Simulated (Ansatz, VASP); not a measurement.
# CdSnSeS in two plane-wave programs, part 2 of 2

Wanted: the spread between two codes on one cell, functional and k mesh. The cell is invented: As first built, before any earlier steps moved the atoms (in the runner's words): it takes the SnTePbSe structure with some of its atoms replaced by other elements, volume scaled by an estimate. It may not be a known or stable phase. The cell is taken from a series of VASP runs on this material, whose earlier steps may have relaxed, scaled or displaced it; both programs get it as it stands.

VASP 6.6.1 and Ansatz 0.2.0.

So far: Set-up; VASP: relaxation of cell and atoms, BLYP.

## (3) Ansatz: relaxation of cell and atoms, BLYP

Level of this step: Ansatz beside VASP: Kohn-Sham DFT, plane waves, BLYP (Ansatz).

Ansatz runs on its default PAW (the set named soft_2) files.

The same cell, functional (in two slightly different forms), mesh and smearing now go to Ansatz, which takes its cutoff from its data sets.

File input.yaml:

```yaml
crystal:
  lattice:
    - [2.1098165642, 1.2181032593, 6.8057184161]
    - [-2.1098165642, 1.2181032593, 6.8057184161]
    - [0.0, -2.4362065186, 6.8057184161]
  atoms:
    - { symbol: Sn, position: [0.5055058855, 0.5055058855, 0.5055058855] }
    - { symbol: Cd, position: [0.999948182, 0.999948182, 0.999948182] }
    - { symbol: Se, position: [0.741667696, 0.741667696, 0.741667696] }
    - { symbol: S, position: [0.2528782364, 0.2528782364, 0.2528782364] }
hamiltonian:
  xc: blyp
  pseudopotentials: { kind: paw }
kpoints:
  mp_grid: { grid: [7, 7, 7] }
scf:
  occupations: { method: gaussian, width: 0.05 }
relax:
  f_tol: 0.01
  max_steps: 60
  cell: { stress_tol: 0.05 }
output:
  forces: true
  stress: true
  write_density: true
  write_potential: true
  elf: true
  volumetric_format: npy
```

Launch:

```
$ ansatz run input.yaml --threads 4 --pin off --max-ram 9216MiB --backend cpu --events-out ev --progress --plain --runs-dir out
```

Numbers of over 12 decimals in the logs are rounded to 6 here.

The log of the run:

```text
basis.fft_grid_basis auto: the FFT boxes are laid along the combinations [[1, -1, 0], [0, 1, 0], [0, -1, 1]] of the cell's own vectors, 4.220, 7.229 and 4.220 Å long. The dense box has 30×50×30 points. Along the cell's own vectors, as sized, it would have 50×50×50, 2.78 times as many. Of the 6 symmetry operations that the crystal satisfies within crystal.symmetry.tolerance (time reversal apart; of a slab, those that  [...]
Engine: ansatz 0.2.0, x86_64-unknown-linux-gnu
Pseudopotentials: kind: paw
Pseudopotential: Sn, paw, valence charge 14, recommended cutoff 420 eV (normal), Sn.paw.azcp
Pseudopotential: Cd, paw, valence charge 20, recommended cutoff 420 eV (normal), Cd.paw.azcp
Pseudopotential: Se, paw, valence charge 16, recommended cutoff 420 eV (normal), Se.paw.azcp
Pseudopotential: S, paw, valence charge 6, recommended cutoff 420 eV (normal), S.paw.azcp
Functional definition: BLYP
  parameter beta = 0.0042
  parameter a = 0.04918
  parameter b = 0.132
  parameter c = 0.2533
  parameter d = 0.349
  exchange = b88_x(beta = beta)
  correlation = lyp_c(a = a, b = b, c = c, d = d)
Crystal: 4 atoms, lattice volume = 104.943 Å³
Basis set: ecut = 420 eV, 2033 PW (Γ), FFT grids on a1−a2, a2, −a2+a3, exchange–correlation on 60×100×60 points (8 copies of the dense FFT grid, shifted against one another)
Bands: 34, of which v1, the nominal top of the filled ones, is band 28 counted from 1 (27 counted from 0)
Symmetry: 6 space group operations
Space group: R3m (ITA 160), of the structure as read, at distance tolerance 4.7e-5 Å
k-points: 44 of 343 (time reversal used)
Non-local potential: Sn, projectors of the file, l = 0: 2, l = 1: 2, l = 2: 2, l = 3: 2
Non-local potential: Cd, projectors of the file, l = 0: 3, l = 1: 2, l = 2: 2, l = 3: 1
Non-local potential: Se, projectors of the file, l = 0: 2, l = 1: 2, l = 2: 3, l = 3: 1
Non-local potential: S, projectors of the file, l = 0: 2, l = 1: 2, l = 2: 2
PAW form: soft (Blöchl's): semilocal exchange-correlation on the pseudo side does not see the compensation charge
PAW frozen core: Sn, regenerated for the run's functional, and the local potential with it (the file was generated under x = pbe(κ = 0.804, μ = 0.219515), c = pbe(β = 0.066725))
PAW frozen core: Cd, regenerated for the run's functional, and the local potential with it (the file was generated under x = pbe(κ = 0.804, μ = 0.219515), c = pbe(β = 0.066725))
PAW frozen core: Se, regenerated for the run's functional, and the local potential with it (the file was generated under x = pbe(κ = 0.804, μ = 0.219515), c = pbe(β = 0.066725))
PAW frozen core: S, regenerated for the run's functional, and the local potential with it (the file was generated under x = pbe(κ = 0.804, μ = 0.219515), c = pbe(β = 0.066725))
PAW one-centre angular grid: Sn, 590 points (default); XC on 64 Gauss nodes
PAW one-centre angular grid: Cd, 590 points (default); XC on 64 Gauss nodes
PAW one-centre angular grid: Se, 590 points (default); XC on 64 Gauss nodes
PAW one-centre angular grid: S, 110 points (default); XC on 64 Gauss nodes
Initial density: superposition of atomic densities (neutral atoms: chi_scale 0, normalization atom), corrected by the library's trained network
Initial wavefunctions: pseudopotential atomic-orbital guess
Functional: x = b88, c = lyp
SCF iter   1: F=—  HF=-20699.279574 eV  |F-HF|=—  |Δ(HF+E_count)|=         —  Δρ=7.76e-3  dr2=8.78e-2  ethr=1.77e-3  ⟨swp⟩=6.9  Hψ=6118  notcnv=0  defer=1
preconditioner: auto → Resta (q_TF=auto, 2.457 Å⁻¹)  ε∞=3.6  [insulator: Δε(μ)=0.690 eV  Ē_g=13.969 eV  σ=0.050 eV  W_gap=1.00  n_scr=28 (ndim 8)  ℏωp=22.3 eV  f_vac=0.020  D(μ)=0.00/eV (n_scr^D=0)  ε∞_Penn≈3.6]
SCF iter   2: F=—  HF=-20699.257097 eV  |F-HF|=—  |Δ(HF+E_count)|=   2.25e-2  Δρ=2.59e-3  dr2=7.72e-3  ethr=1.57e-4  ⟨swp⟩=2.0  Hψ=2482  notcnv=0  defer=72
SCF iter   3: F=—  HF=-20699.255316 eV  |F-HF|=—  |Δ(HF+E_count)|=   1.78e-3  Δρ=1.07e-3  dr2=1.50e-3  ethr=1.38e-5  ⟨swp⟩=2.1  Hψ=1988  notcnv=0  defer=72
SCF iter   4: F=—  HF=-20699.255073 eV  |F-HF|=—  |Δ(HF+E_count)|=   2.43e-4  Δρ=2.40e-4  dr2=9.46e-5  ethr=2.67e-6  ⟨swp⟩=2.0  Hψ=2040  notcnv=0  defer=72
SCF iter   5: F=—  HF=-20699.255119 eV  |F-HF|=—  |Δ(HF+E_count)|=   4.61e-5  Δρ=7.25e-5  dr2=6.69e-6  ethr=1.69e-7  ⟨swp⟩=2.0  Hψ=2462  notcnv=0  defer=72
SCF iter   6: F=—  HF=-20699.255121 eV  |F-HF|=—  |Δ(HF+E_count)|=   2.08e-6  Δρ=3.82e-5  dr2=2.21e-6  ethr=1.20e-8  ⟨swp⟩=2.0  Hψ=2480  notcnv=0  defer=72
SCF iter   7: F=—  HF=-20699.255121 eV  |F-HF|=—  |Δ(HF+E_count)|=   5.77e-7  Δρ=1.03e-5  dr2=1.35e-7  ethr=3.95e-9  ⟨swp⟩=2.0  Hψ=2480  notcnv=0  defer=72
SCF iter   8: F=-20699.255121 eV  HF=-20699.255121 eV  |F-HF|=7.25e-9  |Δ(HF+E_count)|=   1.59e-7  Δρ=3.28e-6  dr2=9.26e-9  ethr=1.79e-10  ⟨swp⟩=8.0  Hψ=8564  notcnv=0
SCF 1 converged in 8 iterations: F = -20699.255121 eV  dr2 = 9.26e-9
  greatest PAW one-centre occupation: 1.000 electrons in one spin orbital (limit 2), on the Cd atom at site 1 (counted from 0), in its partial waves of l = 0
relax step   1: F+E_penalty+E_count = -20699.25512140 eV  Δ(F+E_penalty+E_count) = +0.000e0 eV  max|allowed force component| = 3.760e-2 eV/Å  Δτ_max = 0.0000 Å  P = -0.091 GPa  Ω = 104.943 Å³  (8 SCF iters, dr2 threshold 1.00e-7 eV, accepted)
[...]
relax step   2: F+E_penalty+E_count = -20699.25534827 eV  Δ(F+E_penalty+E_count) = -2.269e-4 eV  max|allowed force component| = 5.666e-2 eV/Å  Δτ_max = 0.0144 Å  P = +0.059 GPa  Ω = 104.656 Å³  energy of the carried Pulay correction = +4.892e-5 eV  (6 SCF iters, dr2 threshold 8.84e-8 eV, accepted)
[...]
relax step   3: F+E_penalty+E_count = -20699.25589032 eV  Δ(F+E_penalty+E_count) = -5.420e-4 eV  max|allowed force component| = 7.266e-3 eV/Å  Δτ_max = 0.0088 Å  P = +0.010 GPa  Ω = 104.753 Å³  energy of the carried Pulay correction = +3.235e-5 eV  (5 SCF iters, dr2 threshold 2.01e-7 eV, accepted)
[...]
relax step   4: F+E_penalty+E_count = -20699.25585697 eV  Δ(F+E_penalty+E_count) = +3.335e-5 eV  max|allowed force component| = 7.282e-3 eV/Å  Δτ_max = 0.0000 Å  P = +0.010 GPa  Ω = 104.753 Å³  stress off target by 1.83e-2 GPa  SCF on the basis re-selected at this cell (its energy is not comparable with the rows above)  (6 SCF iters)
basis re-selected at this cell: Δ(F+E_penalty+E_count) = +3.335e-5 eV, ΔP = +0.000 GPa vs the last step (what re-selecting the basis moved, of the pressure what is left beyond the Pulay correction that the steps carried, after the strain that the cell walked since its last selection, with what the two solves' SCF thresholds leave and, on support functions, any second-order correction that the steps lacked; it is no m [...]
SCF converged after 6 iterations
Free energy (F): -20699.255857 eV
Harris-Foulkes:  -20699.255857 eV  (|F-HF|=1.09e-11)
Internal energy: -20699.255857 eV  (E = F + TS)
E sigma→0 (E₀):  -20699.255857 eV
Fermi energy:    8.813482 eV
--- Per-component energies (eV) ---
  E_band       = -963.898883
  E_kinetic    = 914.683502
  E_local      = -7527.832497  (includes V_loc(G=0)·N_el)
  E_nonlocal   = -572.026312
  E_hartree    = 3691.593554
  E_xc         = -754.108124
  E_vxc        = -493.398623  (∫ρ·V_xc dr)
  E_paw        = -10781.600531  (= ΣΔE_a)
  E_vpaw       = -668.511551  (= ΣTr[D̂ρ^β])
  E_aug_tail   = -0.000597  (compensation charges beyond the density's cutoff)
  E_ewald      = -5670.198209
  E_core_change = 0.233356  (= ΣΔE_core)
  E_smearing   = -0.000000  (= −TS)
  E_closure    = -0.000000  (closes the sum)
  Σ components = -20699.255857   (vs F -20699.255857, Δ=0.00e0)
--- Forces (eV/Å), atoms counted from 1 ---
  atom   1  Sn     0.00000000     0.00000000    -0.00055325
  atom   2  Cd    -0.00000000     0.00000000     0.00728246
  atom   3  Se     0.00000000     0.00000000    -0.00720569
  atom   4  S      0.00000000    -0.00000000     0.00047670
  max |Σ_I F_I| component: 2.24e-7 eV/Å
--- Stress (GPa, compression-positive) ---
        0.005987       0.000000      -0.000000
        0.000000       0.005987       0.000000
       -0.000000       0.000000       0.018265
  P = ⅓ Tr σ = 0.0101 GPa (0.101 kbar)
--- Band table (eV; the first three rows and the last of 44) ---
  k-point 0: bands = [... 24 lower, 6.8512, 6.9970, 7.6196, 7.6196, 10.0231, 11.1744, 11.1744, 11.4513, ... 2 higher]
  k-point 1: bands = [... 24 lower, 6.7170, 7.0162, 7.4068, 7.9593, 9.8786, 10.8548, 11.4839, 12.6422, ... 2 higher]
  k-point 2: bands = [... 24 lower, 6.4308, 6.8114, 7.0302, 8.0439, 9.7732, 11.2661, 11.9551, 12.3365, ... 2 higher]
  k-point 43: bands = [... 24 lower, 6.5763, 6.8995, 7.5971, 8.5229, 10.0479, 11.2904, 11.5393, 11.7333, ... 2 higher]
--- Relaxed structure (3 steps of the walk, 3 accepted, 1 SCFs on fresh bases) ---
  F+E_penalty+E_count = -20699.25585697 eV   max|allowed force component| = 7.282e-3 eV/Å   (the final SCF, on the basis selected at the relaxed cell)
  cell:  # Å, volume = 104.7534 Å³
    - [2.104963, 1.215301, 6.824776]
    - [-2.104963, 1.215301, 6.824776]
    - [4.359696866173245e-19, -2.430602, 6.824776]
  atoms:
    - { symbol: Sn, position: [0.505230, 0.505230, 0.505230] }
    - { symbol: Cd, position: [1.000227, 1.000227, 1.000227] }
    - { symbol: Se, position: [0.741986, 0.741986, 0.741986] }
    - { symbol: S, position: [0.252556, 0.252556, 0.252556] }
```

Wall time 12 s (4 threads of Intel Xeon Platinum 8488C (Sapphire Rapids), shared host); peak memory 0.58 GiB.

## (4) Comparison

Known differences besides the potentials themselves: both relaxations stop at a tolerance, which leaves soft axes loose, and VASP keeps its plane-wave basis; the data sets hold 56 valence electrons in Ansatz (default PAW (the set named soft_2) files) and 38 in VASP; the cutoff is 420 eV in Ansatz and 400 eV in VASP; Ansatz makes its cores anew for this functional, VASP keeps those of its PBE data sets; VASP leaves aspherical gradient terms in its spheres out (LASPH is not set), Ansatz keeps them; VASP's log shows a relativistic correction to its local exchange, Ansatz's none; Ansatz adds a Pulay correction to the stress that steers its cell, VASP none. Total energies have different zeros and are not compared.

Compared:

| quantity | Ansatz | VASP | difference |
| --- | --- | --- | --- |
| volume (Å³) | 104.75 | 104.66 | +0.09 % |
| edge a after relaxation, in the typed setting (Å) | 7.245 | 7.243 | +0.02 % |

The walks stopped with 0.01 GPa left in Ansatz and 0.02 GPa in VASP; each walk ends within a tolerance, so the volume difference is uncertain by about these residues over the bulk modulus, most in soft cells.

## (5) Summary of results

```
difference in volume (relaxation of cell and atoms, BLYP) : 0.091 %
```

What this shows: The difference in volume is 0.091 % (relaxation of cell and atoms, BLYP), within the 1.2 % picked in this series as the mark of a large difference, as far as the stopping tolerances let one tell. How closely two codes agree says nothing of how well the functional describes the real material.

[Lines on the potential files, build, host, timing and source positions are cut from VASP's logs without a mark.]

[Logs are printed without paths, hosts, clocks, repeated set-up lines and the standing remarks that a program may print on its own settings, such as how far it seeks lower states.]

[Hosts, paths, dates, database ids (printed as entryN), source tags and the programs' standing remarks are cut or masked in the printed files.]
